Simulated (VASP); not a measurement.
Wanted: the native input for a VASP 6.6.1 run.

| Quantity | Value |
| --- | --- |
| Task | relaxation of cell and atoms |
| Functional | PBE |
| Potentials or basis | VASP PAW PBE potentials, release 64 (Sn_d, Te) |
| Cutoff | 520 eV |
| k mesh | 8 × 8 × 8 |
| Occupations | gaussian, width 0.02 eV |
| Spin | no spin polarisation |
| Further INCAR settings | ALGO = Normal; EDIFF = 1e-07; IBRION = 2; EDIFFG = -0.15; NSW = 80; ISIF = 3 |

The structure of SnTe lies in POSCAR:

```
SnTe                                    
1.0
   -0.0000000000      3.2182181143      3.2182181143
    3.2182181143     -0.0000000000      3.2182181143
    3.2182181143      3.2182181143      0.0000000000
  Sn              Te            
     1     1
Direct
     0.0000000000000000    1.0000000000000000    0.0000000000000000
     0.5000000000000000    0.5000000000000000    0.5000000000000000
```

The input as run:

INCAR

```
PREC = Accurate
ENCUT = 520
EDIFF = 1E-7
ISMEAR = 0
SIGMA = 0.02
LREAL = F
LASPH = T
NELM = 80
ALGO = Normal
ISIF = 3
LWAVE = F
LCHARG = F
GGA = PE
IBRION = 2
NSW = 80
EDIFFG = -0.15
```

KPOINTS

```
regular mesh
0
Gamma
  8 8 8
```

Potentials or basis: VASP PAW PBE potentials, release 64 (Sn_d, Te).

Launch:

```bash
$ cat potpaw_PBE.64/Sn_d/POTCAR potpaw_PBE.64/Te/POTCAR > POTCAR
$ mpirun -np 1 vasp_std > vasp.out
```

It gave:

- Pressure after relaxing: -0.5 GPa
- Band gap on the k mesh: 0.08 eV, direct

Caveat: the relaxation stopped at its first step, so nothing moved; spin-orbit coupling is left out, which moves the levels of the heavy elements.

Wall time 31 s on 1 thread of Intel(R) Xeon(R) Platinum 8488C (Sapphire Rapids), on a shared host, peak memory 0.21 GiB.
